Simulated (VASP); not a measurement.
Calculation: SCAN meta-GGA, VASP's PBE PAW potentials (set 64) (plane waves; VASP).

VASP input:

### KPOINTS
```
Regular mesh
0
G
5 5 8
```

### INCAR
```
SYSTEM = MnF2
PREC = Accurate; ENCUT = 520; LREAL = .False.
LASPH = .True.
EDIFF = 1E-7; NELM = 100; ALGO = Normal
LMAXMIX = 4; LMIXTAU = .True.
ISMEAR = -5
METAGGA = SCAN
MAGMOM = 4.6 -4.6 -0.0 0.0 0.0 -0.0
ISPIN = 2
ISIF = 2
LWAVE = .False.; LCHARG = .False.; LORBIT = 11
NEDOS = 601
LEFG = .True.
```

### POSCAR
```
MnF2
4.8519280
  0.9999999609   0.0000000000   0.0000000000
  0.0000000000   0.9999999609   0.0000000000
  0.0000000000   0.0000000000   0.6786583406
Mn F
2 4
Direct
  0.0000000000   0.0000000000   1.0000000000
  0.5000000000   0.5000000000   0.5000000000
  0.3040987261   0.3040987261   1.0000000000
  0.8040987261   0.1959012739   0.5000000000
  0.1959012739   0.8040987261   0.5000000000
  0.6959012739   0.6959012739   0.0000000000
```

File KPOINTS_OPT:
```
k-points along high-symmetry lines
5
Line-mode
Reciprocal
  0.000000   0.000000   0.000000 ! GAMMA
  0.500000   0.500000   0.000000 ! Y

  0.500000   0.500000   0.000000 ! Y
  0.500000   0.500000   0.000000 ! C_0

  0.500000  -0.500000   0.000000 ! SIGMA_0
  0.000000   0.000000   0.000000 ! GAMMA

  0.000000   0.000000   0.000000 ! GAMMA
  0.000000   0.000000   0.500000 ! Z

  0.000000   0.000000   0.500000 ! Z
  0.500000  -0.500000   0.500000 ! A_0

  0.500000   0.500000   0.500000 ! E_0
  0.500000   0.500000   0.500000 ! T

  0.500000   0.500000   0.500000 ! T
  0.500000   0.500000   0.000000 ! Y

  0.000000   0.000000   0.000000 ! GAMMA
  0.500000  -0.000000   0.000000 ! S

  0.500000  -0.000000   0.000000 ! S
  0.500000  -0.000000   0.500000 ! R

  0.500000  -0.000000   0.500000 ! R
  0.000000   0.000000   0.500000 ! Z

  0.000000   0.000000   0.500000 ! Z
  0.500000   0.500000   0.500000 ! T
```

POTCAR, in this order: Mn_pv F (PBE.64 set). Program: vasp_std.

The resulting files:

### OUTCAR
```
 ion  position               nearest neighbor table
   1  0.000  0.000  0.000-   3 2.09   6 2.09   5 2.13   4 2.13   4 2.13   5 2.13
   2  0.500  0.500  0.500-   4 2.09   5 2.09   3 2.13   6 2.13   3 2.13   6 2.13
   3  0.304  0.304  0.000-   1 2.09   2 2.13   2 2.13
   4  0.804  0.196  0.500-   2 2.09   1 2.13   1 2.13
   5  0.196  0.804  0.500-   2 2.09   1 2.13   1 2.13
   6  0.696  0.696  0.000-   1 2.09   2 2.13   2 2.13
  LATTYP: Found a simple tetragonal cell.
 ALAT       =     4.8519278103
 C/A-ratio  =     0.6786583671
 Subroutine PRICEL returns:
 Original cell was already a primitive cell.
 Subroutine GETGRP returns: Found 16 space group operations
The static configuration has the point symmetry D_2h.
 The point group associated with its full space group is D_4h.
The dynamic configuration has the point symmetry D_2h.
The overall configuration has the point symmetry D_2h.
 Subroutine INISYM returns: Found 16 space group operations
 Subroutine IBZKPT returns following result:
 Found     30 irreducible k-points:

 Following reciprocal coordinates:
            Coordinates               Weight
  0.000000  0.000000  0.000000      1.000000
  0.200000  0.000000  0.000000      4.000000
  0.400000  0.000000  0.000000      4.000000
  0.200000  0.200000  0.000000      4.000000
  0.400000  0.200000  0.000000      8.000000
  0.400000  0.400000  0.000000      4.000000
  0.000000  0.000000  0.125000      2.000000
  0.200000  0.000000  0.125000      8.000000
  0.400000  0.000000  0.125000      8.000000
  0.200000  0.200000  0.125000      8.000000
  0.400000  0.200000  0.125000     16.000000
  0.400000  0.400000  0.125000      8.000000
  0.000000  0.000000  0.250000      2.000000
  0.200000  0.000000  0.250000      8.000000
  0.400000  0.000000  0.250000      8.000000
  0.200000  0.200000  0.250000      8.000000
  0.400000  0.200000  0.250000     16.000000
  0.400000  0.400000  0.250000      8.000000
  0.000000  0.000000  0.375000      2.000000
  0.200000  0.000000  0.375000      8.000000
  0.400000  0.000000  0.375000      8.000000
  0.200000  0.200000  0.375000      8.000000
  0.400000  0.200000  0.375000     16.000000
  0.400000  0.400000  0.375000      8.000000
  0.000000  0.000000  0.500000      1.000000
  0.200000  0.000000  0.500000      4.000000
  0.400000  0.000000  0.500000      4.000000
  0.200000  0.200000  0.500000      4.000000
  0.400000  0.200000  0.500000      8.000000
  0.400000  0.400000  0.500000      4.000000
   k-points           NKPTS =     30   k-points in BZ     NKDIM =     30   number of bands    NBANDS=     32
   number of dos      NEDOS =    601   number of ions     NIONS =      6
   total plane-waves  NPLWV =  31104
   dimension x,y,z NGX =    36 NGY =   36 NGZ =   24
   dimension x,y,z NGXF=    72 NGYF=   72 NGZF=   48
   ions per type =               2   4
   PREC   = accura    normal or accurate (medium, high low for compatibility)
   ISTART =      0    job   : 0-new  1-cont  2-samecut
   ICHARG =      2    charge: 1-file 2-atom 10-const
   ISPIN  =      2    spin polarized calculation?
   LNONCOLLINEAR =      F non collinear calculations
   LSORBIT =      F    spin-orbit coupling
   INIWAV =      1    electr: 0-lowe 1-rand  2-diag
   ENCUT  =  520.0 eV  38.22 Ry    6.18 a.u.   9.02  9.02  6.12*2*pi/ulx,y,z
   NELM   =    100;   NELMIN=  2; NELMDL= -5     # of ELM steps
   EDIFF  = 0.1E-06   stopping-criterion for ELM
   LREAL  =      F    real-space projection
   NLSPLINE    = F    spline interpolate recip. space projectors
   LMAXMIX     =    4 max onsite mixed and CHGCAR
   VOSKOWN=      0    Vosko Wilk Nusair interpolation
   EDIFFG = 0.1E-05   stopping-criterion for IOM
   NSW    =      0    number of steps for IOM
...
```

**OSZICAR**
```
       N       E                     dE             d eps       ncg     rms          rms(c)
DAV:   1     0.705775334418E+03    0.70578E+03   -0.32018E+04  3936   0.194E+03
DAV:   2    -0.109678815413E+02   -0.71674E+03   -0.69500E+03  4360   0.565E+02
DAV:   3    -0.825859988345E+02   -0.71618E+02   -0.71200E+02  4360   0.193E+02
DAV:   4    -0.842285238799E+02   -0.16425E+01   -0.16382E+01  4504   0.304E+01
DAV:   5    -0.842578390277E+02   -0.29315E-01   -0.29288E-01  4232   0.443E+00    0.196E+01
DAV:   6    -0.710182377143E+02    0.13240E+02   -0.19986E+01  4816   0.396E+01    0.174E+01
DAV:   7    -0.669709861933E+02    0.40473E+01   -0.44067E+00  4296   0.183E+01    0.121E+01
DAV:   8    -0.720659664640E+02   -0.50950E+01   -0.24556E+00  4264   0.148E+01    0.458E+00
DAV:   9    -0.671320732009E+02    0.49339E+01   -0.14793E+00  4224   0.886E+00    0.330E+00
DAV:  10    -0.679415927584E+02   -0.80952E+00   -0.53022E-01  4016   0.500E+00    0.451E-01
DAV:  11    -0.679839433347E+02   -0.42351E-01   -0.30697E-02  3984   0.163E+00    0.146E-01
DAV:  12    -0.679806002739E+02    0.33431E-02   -0.37918E-03  4528   0.601E-01    0.876E-02
DAV:  13    -0.679858547566E+02   -0.52545E-02   -0.29328E-03  3896   0.515E-01    0.509E-02
DAV:  14    -0.679863524517E+02   -0.49770E-03   -0.52727E-04  3952   0.235E-01    0.173E-02
DAV:  15    -0.679864585533E+02   -0.10610E-03   -0.92291E-05  4176   0.979E-02    0.820E-03
DAV:  16    -0.679864518709E+02    0.66825E-05   -0.44040E-06  4440   0.205E-02    0.384E-03
DAV:  17    -0.679864597268E+02   -0.78559E-05   -0.89051E-07  4008   0.106E-02    0.186E-03
DAV:  18    -0.679864560642E+02    0.36626E-05   -0.37910E-07  4136   0.633E-03    0.270E-04
DAV:  19    -0.679864560439E+02    0.20305E-07   -0.37273E-08  2624   0.182E-03
   1 F= -.67986456E+02 E0= -.67986456E+02  d E =0.000000E+00  mag=     0.0000
       N       E                     dE             ncg
       N       E                     dE             ncg
```

OUTCAR:
```
------------------------ aborting loop because EDIFF is reached ----------------------------------------
  FORCE on cell =-STRESS in cart. coord.  units (eV):
  Direction    XX          YY          ZZ          XY          YZ          ZX
  --------------------------------------------------------------------------------------
  Total       -0.0290842     -0.0290842     -0.0746790      0.0000000      0.0000000      0.0000000
  in kB       -0.6011368     -0.6011368     -1.5435297      0.0000000      0.0000000      0.0000000
  external PRESSURE =      -0.9152678 kB  Pullay stress =       0.0000000 kB
  volume of cell :       77.52
      direct lattice vectors                 reciprocal lattice vectors
     4.851927810  0.000000000  0.000000000     0.206103644  0.000000000  0.000000000
     0.000000000  4.851927810  0.000000000     0.000000000  0.206103644  0.000000000
     0.000000000  0.000000000  3.292801405     0.000000000  0.000000000  0.303692776
 POSITION                                       TOTAL-FORCE (eV/Angst)
 -----------------------------------------------------------------------------------
      0.00000      0.00000      0.00000         0.000000     -0.000000      0.000000
      2.42596      2.42596      1.64640         0.000000     -0.000000      0.000000
      1.47547      1.47547      0.00000        -0.008445     -0.008445     -0.000000
      3.90143      0.95050      1.64640        -0.008445      0.008445      0.000000
      0.95050      3.90143      1.64640         0.008445     -0.008445     -0.000000
      3.37646      3.37646      0.00000         0.008445      0.008445      0.000000
 -----------------------------------------------------------------------------------
    total drift:                                0.000000      0.000000      0.000000
  FREE ENERGIE OF THE ION-ELECTRON SYSTEM (eV)
  ---------------------------------------------------
  free  energy   TOTEN  =       -67.9864560439 eV

  energy  without entropy=      -67.9864560439  energy(sigma->0) =      -67.98645604

 total charge

# of ion       s       p       d       tot
------------------------------------------
    1        0.166   6.139   4.951  11.256
    2        0.166   6.139   4.951  11.256
    3        1.742   4.399   0.000   6.140
    4        1.742   4.399   0.000   6.140
    5        1.742   4.399   0.000   6.140
    6        1.742   4.399   0.000   6.140
--------------------------------------------------
tot          7.299  29.873   9.903  47.075

 magnetization (x)

# of ion       s       p       d       tot
------------------------------------------
    1        0.013   0.014   4.569   4.596
    2       -0.013  -0.014  -4.569  -4.596
    3       -0.003  -0.023   0.000  -0.026
    4        0.003   0.023   0.000   0.026
    5        0.003   0.023   0.000   0.026
    6       -0.003  -0.023   0.000  -0.026
--------------------------------------------------
tot         -0.000   0.000  -0.000  -0.000

 Electric field gradients after diagonalization (V/A^2)
 (convention: |V_zz| > |V_xx| > |V_yy|)
----------------------------------------------------------------------
 ion       V_xx      V_yy      V_zz     asymmetry (V_yy - V_xx)/ V_zz
----------------------------------------------------------------------
   1     -13.359   -11.785    25.145       0.063
   2     -13.359   -11.785    25.145       0.063
   3      39.182    17.907   -57.089       0.373
   4      39.182    17.907   -57.089       0.373
   5      39.182    17.907   -57.089       0.373
   6      39.182    17.907   -57.089       0.373
```
(Selected blocks of OUTCAR.)

File OUTCAR:
```
 val. band max:        2.2852926180   @ k =   0.4000   0.2000   0.5000

 cond. band min:       5.1738057293   @ k =   0.0000   0.0000   0.0000


 Fermi energy:         2.3273162990

 spin component 1

 k-point     1 :       0.0000    0.0000    0.0000
  band No.  band energies     occupation
      1     -49.1943      1.00000
      2     -49.1342      1.00000
      3     -49.1320      1.00000
      4     -42.6275      1.00000
      5     -42.5703      1.00000
      6     -42.5665      1.00000
      7     -22.9975      1.00000
      8     -22.4901      1.00000
      9     -22.4725      1.00000
     10     -22.4083      1.00000
     11      -5.2054      1.00000
     12      -4.2603      1.00000
     13      -3.8375      1.00000
     14      -3.7247      1.00000
     15      -3.2358      1.00000
     16      -3.2331      1.00000
     17      -3.1991      1.00000
     18      -3.1498      1.00000
     19      -2.2896      1.00000
     20      -1.9205      1.00000
     21      -1.9028      1.00000
     22      -1.6158      1.00000
     23       0.6228      1.00000
     24       0.8560      1.00000
     25       1.0273      1.00000
     26       1.9599      1.00000
     27       2.2357      1.00000
     28       5.1738      0.00000
     29       6.1755      0.00000
     30       6.7467      0.00000
     31       6.7677      0.00000
     32       7.8058      0.00000

 k-point     2 :       0.2000    0.0000    0.0000
  band No.  band energies     occupation
      1     -49.1943      1.00000
      2     -49.1342      1.00000
      3     -49.1320      1.00000
      4     -42.6275      1.00000
      5     -42.5703      1.00000
      6     -42.5665      1.00000
      7     -22.9530      1.00000
      8     -22.5512      1.00000
      9     -22.4583      1.00000
     10     -22.4102      1.00000
     11      -5.0615      1.00000
     12      -4.2608      1.00000
     13      -3.7482      1.00000
     14      -3.7360      1.00000
...
```

The compound is MnF2 in the rutile structure. It was relaxed first.
